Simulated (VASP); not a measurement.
Method: AM05 GGA, VASP's PBE PAW potentials (set 64) (plane waves; VASP 6.6.1).

VASP input:

**POSCAR**
```
SiO2
1
    4.1532210289     0.0000000000     0.0000000000
    0.0000000000     4.1532210289     0.0000000000
    0.0000000000     0.0000000000     2.6534075669
Si O
2 4
Direct
  1.0000000000   1.0000000000   0.0000000000
  0.5000000000   0.5000000000   0.5000000000
  0.3060938280   0.3060938280   0.0000000000
  0.8060938280   0.1939061720   0.5000000000
  0.1939061720   0.8060938280   0.5000000000
  0.6939061720   0.6939061720   1.0000000000
```

**KPOINTS**
```
Automatic
0
G
5 5 8
0 0 0
```

### INCAR
```
SYSTEM = SiO2
PREC = Accurate; ENCUT = 520; LREAL = .FALSE.
LASPH = .TRUE.
EDIFF = 1E-7; NELM = 100; ALGO = Normal
ISMEAR = 0; SIGMA = 0.05
GGA = AM
IBRION = 2; NSW = 30; ISIF = 4
EDIFFG = -0.01
LWAVE = .FALSE.; LCHARG = .FALSE.
```

POTCAR, in this order: Si O (PBE.64 set). Program: vasp_std.

The run wrote:

**OSZICAR**
```
       N       E                     dE             d eps       ncg     rms          rms(c)
DAV:   1     0.159370657578E+03    0.15937E+03   -0.18452E+04  1200   0.155E+03
DAV:   2    -0.455629878212E+02   -0.20493E+03   -0.19711E+03  1584   0.323E+02
DAV:   3    -0.519549143680E+02   -0.63919E+01   -0.63754E+01  1440   0.616E+01
DAV:   4    -0.520029430240E+02   -0.48029E-01   -0.47967E-01  1428   0.604E+00
DAV:   5    -0.520034674985E+02   -0.52447E-03   -0.52437E-03  1404   0.613E-01    0.177E+01
DAV:   6    -0.479187919490E+02    0.40847E+01   -0.15556E+01  1356   0.280E+01    0.858E+00
DAV:   7    -0.478946226836E+02    0.24169E-01   -0.52031E-01  1420   0.496E+00    0.308E+00
DAV:   8    -0.478936030987E+02    0.10196E-02   -0.20628E-02  1356   0.145E+00    0.101E+00
DAV:   9    -0.478962481749E+02   -0.26451E-02   -0.64726E-03  1420   0.839E-01    0.317E-01
DAV:  10    -0.478964462948E+02   -0.19812E-03   -0.41851E-04  1416   0.182E-01    0.337E-02
DAV:  11    -0.478964285809E+02    0.17714E-04   -0.94546E-05  1392   0.737E-02    0.670E-03
DAV:  12    -0.478964299708E+02   -0.13899E-05   -0.63323E-06  1440   0.198E-02    0.487E-03
DAV:  13    -0.478964299914E+02   -0.20608E-07   -0.10283E-06  1428   0.818E-03    0.367E-03
DAV:  14    -0.478964300350E+02   -0.43599E-07   -0.63981E-08   836   0.212E-03
   1 F= -.47896430E+02 E0= -.47896430E+02  d E =-.478964E+02
       N       E                     dE             d eps       ncg     rms          rms(c)
DAV:   1    -0.478964365377E+02   -0.65462E-05   -0.29633E+00  1224   0.146E+01    0.483E-01
DAV:   2    -0.479014592526E+02   -0.50227E-02   -0.79457E-02  1420   0.223E+00    0.236E-01
DAV:   3    -0.478998420764E+02    0.16172E-02   -0.14467E-03  1392   0.413E-01    0.102E-01
DAV:   4    -0.478996037808E+02    0.23830E-03   -0.12888E-03  1400   0.317E-01    0.251E-02
DAV:   5    -0.478996120477E+02   -0.82670E-05   -0.22323E-04  1364   0.132E-01    0.146E-02
DAV:   6    -0.478996070952E+02    0.49526E-05   -0.18048E-05  1368   0.453E-02    0.693E-03
DAV:   7    -0.478996064739E+02    0.62122E-06   -0.16667E-06  1360   0.143E-02    0.245E-03
DAV:   8    -0.478996064800E+02   -0.60400E-08   -0.48795E-07  1232   0.601E-03
   2 F= -.47899606E+02 E0= -.47899606E+02  d E =-.317644E-02
       N       E                     dE             d eps       ncg     rms          rms(c)
DAV:   1    -0.479001099724E+02   -0.50350E-03   -0.29083E-01  1228   0.458E+00    0.154E-01
DAV:   2    -0.479006097373E+02   -0.49976E-03   -0.78253E-03  1420   0.701E-01    0.733E-02
DAV:   3    -0.479004518686E+02    0.15787E-03   -0.13805E-04  1388   0.128E-01    0.321E-02
DAV:   4    -0.479004277932E+02    0.24075E-04   -0.12885E-04  1412   0.101E-01    0.764E-03
DAV:   5    -0.479004296249E+02   -0.18317E-05   -0.28605E-05  1348   0.491E-02    0.635E-03
DAV:   6    -0.479004280018E+02    0.16231E-05   -0.28682E-06  1352   0.189E-02    0.184E-03
DAV:   7    -0.479004280631E+02   -0.61334E-07   -0.53145E-07  1356   0.541E-03
   3 F= -.47900428E+02 E0= -.47900428E+02  d E =-.399803E-02
       N       E                     dE             d eps       ncg     rms          rms(c)
DAV:   1    -0.479011350946E+02   -0.70709E-03   -0.42816E-02  1332   0.182E+00    0.153E-01
DAV:   2    -0.479008284987E+02    0.30660E-03   -0.54191E-04  1368   0.201E-01    0.853E-02
DAV:   3    -0.479006638612E+02    0.16464E-03   -0.21423E-04  1400   0.133E-01    0.534E-03
DAV:   4    -0.479006654978E+02   -0.16366E-05   -0.16355E-05  1372   0.325E-02    0.516E-03
DAV:   5    -0.479006655381E+02   -0.40249E-07   -0.31149E-07  1124   0.571E-03
   4 F= -.47900666E+02 E0= -.47900666E+02  d E =-.237475E-03
```

### OUTCAR
```
------------------------ aborting loop because EDIFF is reached ----------------------------------------
  FORCE on cell =-STRESS in cart. coord.  units (eV):
  Direction    XX          YY          ZZ          XY          YZ          ZX
  --------------------------------------------------------------------------------------
  Total        2.7101789      2.7101789      2.6481373      0.0000000      0.0000000      0.0000000
  in kB       94.8712223     94.8712223     92.6994217      0.0000000      0.0000000      0.0000000
  external PRESSURE =      94.1472887 kB  Pullay stress =       0.0000000 kB
  volume of cell :       45.77
      direct lattice vectors                 reciprocal lattice vectors
     4.145167671  0.000000000  0.000000000     0.241244765  0.000000000  0.000000000
     0.000000000  4.145167671  0.000000000     0.000000000  0.241244765  0.000000000
     0.000000000  0.000000000  2.663727824     0.000000000  0.000000000  0.375413731
 POSITION                                       TOTAL-FORCE (eV/Angst)
 -----------------------------------------------------------------------------------
      4.14517      4.14517      2.66373         0.000000     -0.000000     -0.000000
      2.07258      2.07258      1.33186         0.000000     -0.000000     -0.000000
      1.26385      1.26385      0.00000        -0.003550     -0.003550     -0.000000
      3.33643      0.80874      1.33186        -0.003550      0.003550      0.000000
      0.80874      3.33643      1.33186         0.003550     -0.003550     -0.000000
      2.88132      2.88132      2.66373         0.003550      0.003550      0.000000
 -----------------------------------------------------------------------------------
    total drift:                               -0.000000     -0.000000     -0.000000
  FREE ENERGIE OF THE ION-ELECTRON SYSTEM (eV)
  ---------------------------------------------------
  free  energy   TOTEN  =       -47.9006655381 eV

  energy  without entropy=      -47.9006655381  energy(sigma->0) =      -47.90066554

 reached required accuracy - stopping structural energy minimisation
```
(Selected blocks of OUTCAR.)

**CONTCAR**
```
SiO2
   1.00000000000000
     4.1451676712869778    0.0000000000000000    0.0000000000000000
     0.0000000000000000    4.1451676712869778    0.0000000000000000
     0.0000000000000000    0.0000000000000000    2.6637278239999129
  Si              O
     2     4
Direct
     1.0000000000000000    1.0000000000000000    1.0000000000000000
     0.5000000000000000    0.5000000000000000    0.5000000000000000
     0.3048961901600875    0.3048961901600875    0.0000000000000000
     0.8048961901600875    0.1951038098399125    0.5000000000000000
     0.1951038098399125    0.8048961901600875    0.5000000000000000
     0.6951038098399125    0.6951038098399125    1.0000000000000000
```

The compound is SiO2 in the rutile structure, stishovite, a high-pressure form. This cell is one point of a volume scan, at 0.97 of the reference volume. Symmetry was kept, so distortions that lower it aren't found.
